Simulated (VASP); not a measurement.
Given:

```
HgS
1.0
    0.00000     2.88396     2.88396
    2.88396     0.00000     2.88396
    2.88396     2.88396     0.00000
Hg S
1 1
Direct
  0.00000   0.00000   0.00000
  0.25000   0.25000   0.25000
```

These are PBEsol GGA, VASP's PBE PAW potentials (set 64) (plane waves; VASP 6.6.1) values and carry that method's errors. Numerical set-up: 520 eV cut-off, 11×11×11 Γ-centred mesh, first-order Methfessel-Paxton smearing of 0.10 eV, potentials Hg S.

Unless said otherwise, spin-orbit coupling is left out, though it shifts the bands of the heavy elements here.

Q: Predict the energy per atom (σ→0), pressure, band gap (on the k-mesh) with the smallest direct gap where there is one.

A: 
| Quantity | Result |
|---|---|
| band gap (on the k-mesh) | none (metal, semimetal or under 0.01 eV) |
| energy per atom (σ→0) | -252.7 kJ/mol of atoms |
| pressure | 4.32 GPa |

Only differences to runs with the same potentials and settings are physical.

The compound is HgS in the zinc blende structure, metacinnabar; cinnabar is the stable form. This cell is one point of a volume scan, at 0.94 of the reference volume.
